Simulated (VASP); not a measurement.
Calculation: PBE GGA with D4 dispersion, VASP's PBE PAW potentials (set 64) (plane waves; VASP).

VASP input:

**INCAR**
```
# general
SYSTEM=LiF
PREC  =Accurate
ENCUT =520
LREAL =.FALSE.
LASPH =.TRUE.

# electronic loop
EDIFF =1E-7
NELM  =100
ALGO  =Normal

# smearing
ISMEAR=-5

# functional
GGA   =PE
IVDW  =13

# ions
ISIF  =2

# output
LWAVE =.FALSE.
LCHARG=.TRUE.
LORBIT=11
NEDOS =601
```

File KPOINTS:
```
Automatic mesh
0
Gamma
13 13 13
0 0 0
```

### POSCAR
```
LiF
2.8517750
  0.0000000000   0.7071067547   0.7071067547
  0.7071067547   0.0000000000   0.7071067547
  0.7071067547   0.7071067547   0.0000000000
Li F
1 1
Cartesian
  0.0000000000   0.7071067547   0.7071067547
  0.7071067547   0.7071067547   0.7071067547
```

POTCAR, in this order: Li_sv F (PBE.64 set). Program: vasp_std.

Output

File OSZICAR:
```
       N       E                     dE             d eps       ncg     rms          rms(c)
DAV:   1     0.312797837183E+02    0.31280E+02   -0.57068E+03  1561   0.114E+03
DAV:   2    -0.920313535889E+01   -0.40483E+02   -0.40028E+02  1674   0.209E+02
DAV:   3    -0.101388043392E+02   -0.93567E+00   -0.93417E+00  1956   0.308E+01
DAV:   4    -0.101490499832E+02   -0.10246E-01   -0.10240E-01  2041   0.319E+00
DAV:   5    -0.101490974354E+02   -0.47452E-04   -0.47452E-04  2026   0.158E-01    0.454E+00
DAV:   6    -0.962710110885E+01    0.52200E+00   -0.28223E+00  1533   0.131E+01    0.140E+00
DAV:   7    -0.963132785407E+01   -0.42267E-02   -0.19506E-02  2010   0.155E+00    0.855E-01
DAV:   8    -0.963817709916E+01   -0.68492E-02   -0.16291E-02  2080   0.167E+00    0.983E-02
DAV:   9    -0.963827689711E+01   -0.99798E-04   -0.82196E-04  1650   0.314E-01    0.413E-02
DAV:  10    -0.963834110126E+01   -0.64204E-04   -0.14450E-04  1692   0.114E-01    0.658E-03
DAV:  11    -0.963834378530E+01   -0.26840E-05   -0.24084E-06  2071   0.207E-02    0.216E-03
DAV:  12    -0.963834376846E+01    0.16835E-07   -0.56793E-07  1664   0.894E-03
   1 F= -.97632946E+01 E0= -.97632946E+01  d E =0.000000E+00
```

OUTCAR:
```
------------------------ aborting loop because EDIFF is reached ----------------------------------------
  Edisp (eV):   -0.12495
  FORCE on cell =-STRESS in cart. coord.  units (eV):
  Direction    XX          YY          ZZ          XY          YZ          ZX
  --------------------------------------------------------------------------------------
  Total       0.01439     0.01439     0.01439     0.00000     0.00000    -0.00000
  in kB       1.40625     1.40625     1.40625     0.00000     0.00000    -0.00000
  external pressure =        1.41 kB  Pullay stress =        0.00 kB
  volume of cell :       16.40
      direct lattice vectors                 reciprocal lattice vectors
     0.000000000  2.016509365  2.016509365    -0.247953225  0.247953225  0.247953225
     2.016509365  0.000000000  2.016509365     0.247953225 -0.247953225  0.247953225
     2.016509365  2.016509365  0.000000000     0.247953225  0.247953225 -0.247953225
  FREE ENERGIE OF THE ION-ELECTRON SYSTEM (eV)
  ---------------------------------------------------
  free  energy   TOTEN  =        -9.7632946097 eV

  energy  without entropy=       -9.7632946097  energy(sigma->0) =       -9.76329461

 total charge

# of ion       s       p       d       tot
------------------------------------------
    1        2.016   0.048   0.000   2.064
    2        1.729   4.409   0.000   6.139
--------------------------------------------------
tot          3.745   4.457   0.000   8.202
```
(Selected blocks of OUTCAR.)

The compound is LiF in the rock salt structure. It was relaxed first.
